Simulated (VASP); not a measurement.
A run of VASP 6.6.1:

File INCAR:

```
SYSTEM = Al
PREC = Accurate
ENCUT = 400
EDIFF = 1E-6
ISMEAR = -1
SIGMA = 0.05
LREAL = .FALSE.
LASPH = .TRUE.
NELM = 80
ALGO = Normal
ISIF = 2
LWAVE = .FALSE.
LCHARG = .TRUE.
METAGGA = R2SCAN
LMIXTAU = .TRUE.
LELF = .TRUE.
LVHAR = .TRUE.
NBANDS = 70
```

File KPOINTS:

```
Automatic mesh
0
G
  6 6 6
  0 0 0
```

File POSCAR:

```
Al
1.0
    8.0800000000      0.0000000000      0.0000000000
    0.0000000000      8.0800000000      0.0000000000
    0.0000000000      0.0000000000      8.0800000000
Al
32
Direct
    0.0000000000      0.0000000000      0.0000000000
    0.0000000000      0.0000000000      0.5000000000
    0.0000000000      0.5000000000      0.0000000000
    0.0000000000      0.5000000000      0.5000000000
    0.5000000000      0.0000000000      0.0000000000
    0.5000000000      0.0000000000      0.5000000000
    0.5000000000      0.5000000000      0.0000000000
    0.5000000000      0.5000000000      0.5000000000
    0.0000000000      0.2500000000      0.2500000000
    0.0000000000      0.2500000000      0.7500000000
    0.0000000000      0.7500000000      0.2500000000
    0.0000000000      0.7500000000      0.7500000000
    0.5000000000      0.2500000000      0.2500000000
    0.5000000000      0.2500000000      0.7500000000
    0.5000000000      0.7500000000      0.2500000000
    0.5000000000      0.7500000000      0.7500000000
    0.2500000000      0.0000000000      0.2500000000
    0.2500000000      0.0000000000      0.7500000000
    0.2500000000      0.5000000000      0.2500000000
    0.2500000000      0.5000000000      0.7500000000
    0.7500000000      0.0000000000      0.2500000000
    0.7500000000      0.0000000000      0.7500000000
    0.7500000000      0.5000000000      0.2500000000
    0.7500000000      0.5000000000      0.7500000000
    0.2500000000      0.2500000000      0.0000000000
    0.2500000000      0.2500000000      0.5000000000
    0.2500000000      0.7500000000      0.0000000000
    0.2500000000      0.7500000000      0.5000000000
    0.7500000000      0.2500000000      0.0000000000
    0.7500000000      0.2500000000      0.5000000000
    0.7500000000      0.7500000000      0.0000000000
    0.7500000000      0.7500000000      0.5000000000
```

Potentials or basis: VASP PAW PBE potentials, release 64 (Al).

Launch:

```bash
$ cat potpaw_PBE.64/Al/POTCAR > POTCAR
$ mpirun -np 1 vasp_std > vasp.out
```

Hardware: 1 thread of Intel(R) Xeon(R) Platinum 8488C (Sapphire Rapids), with other jobs on the host.

Question: How long does it take, and how much memory?

Answer: Wall time 32 min on 1 thread of Intel(R) Xeon(R) Platinum 8488C (Sapphire Rapids), on a shared host, peak memory 0.57 GiB. Counts: scf iterations 23, k points 20.
